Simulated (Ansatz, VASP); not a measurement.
# Fe in two plane-wave programs, part 2 of 2

One calculation is typed for both programs; each brings its own data sets and cutoff. How far apart do they land? The cell is taken from a series of VASP runs on this material, whose earlier steps may have relaxed, scaled or displaced it; both programs get it as it stands.

VASP 6.6.1 and Ansatz 0.2.0.

So far. Step 4 (Side by side): The walks stopped with 0.01 GPa left in Ansatz and -0.06 GPa in VASP; each walk ends within a tolerance, so the volume difference is uncertain by about these residues over the bulk modulus, most in soft cells.

## Step 5: Ansatz: relaxation of cell and atoms, r2SCAN with rVV10

Level of this step: Ansatz beside VASP: Kohn-Sham DFT, plane waves, r2SCAN with rVV10 (Ansatz).

The relaxed volume is the usual yardstick between codes: its relative difference is about their pressure difference at one cell divided by the bulk modulus. The cell compared in this pair holds 11.70 Å³, against 10.46 Å³ for the pair before.

The cell is taken from a series of VASP runs on this material, whose earlier steps may have relaxed, scaled or displaced it; both programs get it as it stands.

Contents of input.yaml:

```yaml
crystal:
  lattice:
    - [-1.43024, 1.43024, 1.43024]
    - [1.43024, -1.43024, 1.43024]
    - [1.43024, 1.43024, -1.43024]
  atoms:
    - { symbol: Fe, position: [0.0, 0.0, 0.0], spin: 3.0 }
hamiltonian:
  xc: r2scan
  pseudopotentials: { kind: paw }
  dispersion: rvv10
magnetization:
  spin_polarized: true
kpoints:
  mp_grid: { grid: [14, 14, 14] }
scf:
  occupations: { method: methfessel_paxton, width: 0.1 }
relax:
  f_tol: 0.01
  max_steps: 60
  cell: { stress_tol: 0.05 }
output:
  forces: true
  stress: true
```

On the command line:

```sh
> ansatz run input.yaml --threads 4 --pin off --max-ram 9216MiB --backend cpu --events-out ev --progress --plain --runs-dir out
```

Numbers of over 12 decimals in the logs are rounded to 6 here.

Log:

```text
[...]
Crystal: 1 atoms, lattice volume = 11.703 Å³
Basis set: ecut = 500 eV, 321 PW (Γ), exchange–correlation on 96×96×96 points (64 copies of the dense FFT grid, shifted against one another)
Bands: 14, of which v1, the nominal top of the filled ones, is band 8 counted from 1 (7 counted from 0)
Symmetry: 48 space group operations
[...]
0.000000      -0.020090       0.000000
        0.000000       0.000000      -0.020090
  P = ⅓ Tr σ = -0.0201 GPa (-0.201 kbar)
--- Relaxed structure (3 steps of the walk, 3 accepted, 1 SCFs on fresh bases) ---
[...]
cell:  # Å, volume = 11.6311 Å³
    - [-1.427315, 1.427315, 1.427315]
    - [1.427315, -1.427315, 1.427315]
    - [1.427315, 1.427315, -1.427315]
  atoms:
    - { symbol: Fe, position: [0.0, 0.0, 0.0] }
[key lines of the parts left out:]
SCF converged after 9 iterations
Magnetization: 2.6312 μB (9.3156 up, 6.6844 down)
Free energy (F): -4485.015603 eV
Fermi energy:    17.953006 eV
```

It took 6.2 s on 4 threads of Arm Neoverse V2, shared host; peak memory 0.39 GiB.

## Step 6: VASP: relaxation of cell and atoms, r2SCAN with rVV10

The same cell, functional, mesh and smearing now go to VASP, with its own data sets and cutoff.

Contents of INCAR:

```
SYSTEM = Fe
PREC = Accurate
ENCUT = 450
EDIFF = 1E-06
NELM = 100
ISMEAR = 1
SIGMA = 0.1
LREAL = .FALSE.
ALGO = Normal
METAGGA = R2SCAN
LUSE_VDW = .TRUE.
IVDW_NL = 2
BPARAM = 11.95
CPARAM = 0.0093
LASPH = .TRUE.
NBANDS = 10
ISPIN = 2
MAGMOM = 3
LMAXMIX = 4
LORBIT = 11
LWAVE = .FALSE.
LCHARG = .FALSE.
KPAR = 2
IBRION = 2
NSW = 50
ISIF = 3
EDIFFG = -0.01
```

Contents of POSCAR:

```
Fe
1.0
   -1.4302400000      1.4302400000      1.4302400000
    1.4302400000     -1.4302400000      1.4302400000
    1.4302400000      1.4302400000     -1.4302400000
Fe
1
Direct
    0.0000000000      0.0000000000      0.0000000000
```

Contents of KPOINTS:

```
Automatic mesh
0
Gamma
14 14 14
0 0 0
```

The projector-augmented-wave data sets are Fe (PBE family, release 64).

On the command line:

```sh
> mpirun -np 2 vasp_std
```

Log:

```text
[banner, memory and clock lines left out]
running    2 mpi-ranks, on    1 nodes
[...]
|                                                                             |
|               ----> ADVICE to this user running VASP <----                  |
|                                                                             |
|     You have switched on vdW-DFT.                                           |
|     This routine was written and supplied by Jiri Klimes. We recommend      |
|     that you carefully read and cite the following publications:            |
|       J. Klimes, D.R. Bowler, A. Michelides                                 |
|          J. Phys.: Cond Matt. 22 022201 (2010)                              |
|       J. Klimes, D.R. Bowler, A. Michelides                                 |
|          Phys. Rev. B. 83, 195131 (2011)                                    |
|     and references therein.                                                 |
|                                                                             |

[...]
DAV:   3    -0.141754595157E+02    0.10626E-04   -0.60830E-04  4632   0.358E-01    0.183E-01
Total rVV10 correction in eV:      0.1800171     9.9637556
Total rVV10 correction in eV:      0.1800171     9.9637556
DAV:   4    -0.141754302446E+02    0.29271E-04   -0.23616E-05  4566   0.783E-02    0.384E-02
Total rVV10 correction in eV:      0.1799867     9.9637556
Total rVV10 correction in eV:      0.1799867     9.9637556
DAV:   5    -0.141754154053E+02    0.14839E-04   -0.26515E-05  4328   0.520E-02    0.112E-02
Total rVV10 correction in eV:      0.1799843     9.9637556
Total rVV10 correction in eV:      0.1799843     9.9637556
DAV:   6    -0.141754166364E+02   -0.12310E-05   -0.14199E-06  4090   0.148E-02    0.518E-03
Total rVV10 correction in eV:      0.1799775     9.9637556
Total rVV10 correction in eV:      0.1799775     9.9637556
DAV:   7    -0.141754172943E+02   -0.65800E-06   -0.15135E-07  2092   0.601E-03
Total rVV10 correction in eV:      0.1799760     9.9637556
Total rVV10 correction in eV:      0.1799760     9.9637556
Total rVV10 correction in eV:      0.1799758     9.9637556
Total rVV10 correction in eV:      0.1799758     9.9637556
   3 F= -.14175417E+02 E0= -.14175436E+02  d E =-.357486E-03  mag=     2.6276
[...]
reached required accuracy - stopping structural energy minimisation
```

From OUTCAR (step 6):

```text
  Total        0.0067075      0.0067075      0.0067075      0.0000000      0.0000000      0.0000000
  in kB        0.9252767      0.9252767      0.9252767      0.0000000      0.0000000      0.0000000
  external PRESSURE =       0.9252767 kB  Pullay stress =       0.0000000 kB

 POSITION                                       TOTAL-FORCE (eV/Angst)
 -----------------------------------------------------------------------------------
      0.00000      0.00000      0.00000         0.000000      0.000000      0.000000
 -----------------------------------------------------------------------------------
    total drift:                                0.000000     -0.000000      0.000000

  FREE ENERGIE OF THE ION-ELECTRON SYSTEM (eV)
  ---------------------------------------------------
  free  energy   TOTEN  =       -14.1754172943 eV

  energy  without entropy=      -14.1754724938  energy(sigma->0) =      -14.17543569

 magnetization (x)
# of ion       s       p       d       tot
------------------------------------------
    1       -0.012  -0.116   2.818   2.691

[... 2 parts as in an earlier step ...]

[... 2 further parts left out ...]
[key lines of the parts left out:]
E-fermi :   5.5732
```

## Step 7: Differences

What differs besides the data sets and the points named for the pairs above, as far as they apply: VASP keeps PBE cores, Ansatz makes them for the functional; the cutoff is 500 eV in Ansatz and 450 eV in VASP. Total energies have different zeros and are not compared.

Both answers:

```csv
quantity,Ansatz,VASP,difference
volume (Å³),11.63,11.61,+0.14 %
"edge a after relaxation, in the typed setting (Å)",2.472,2.471,+0.05 %
total moment (μB),2.63,2.63,0.00
moment on Fe1 (μB),2.78,2.69,+0.09
```

The walks stopped with -0.02 GPa left in Ansatz and 0.09 GPa in VASP; each walk ends within a tolerance, so the volume difference is uncertain by about these residues over the bulk modulus, most in soft cells.

## Step 8: Outcome

| Item | Value |
| --- | --- |
| difference in volume (relaxation of cell and atoms, LDA) | 0.23 % |
| difference in volume (relaxation of cell and atoms, r2SCAN with rVV10) | 0.14 % |

What this shows: The difference in volume is 0.23 % (relaxation of cell and atoms, LDA), within the 1.2 % picked in this series as the mark of a large difference, as far as the stopping tolerances let one tell. Such differences can come from data sets, numerical settings and the points named under the comparisons, not from the functional's error against experiment.

[Lines on the potential files, build, host, timing and source positions are cut from VASP's logs without a mark.]

[Logs are printed without paths, hosts, clocks, repeated set-up lines and the standing remarks that a program may print on its own settings, such as how far it seeks lower states.]

[Hosts, paths, dates, database ids (printed as entryN), source tags and the programs' standing remarks are cut or masked in the printed files.]
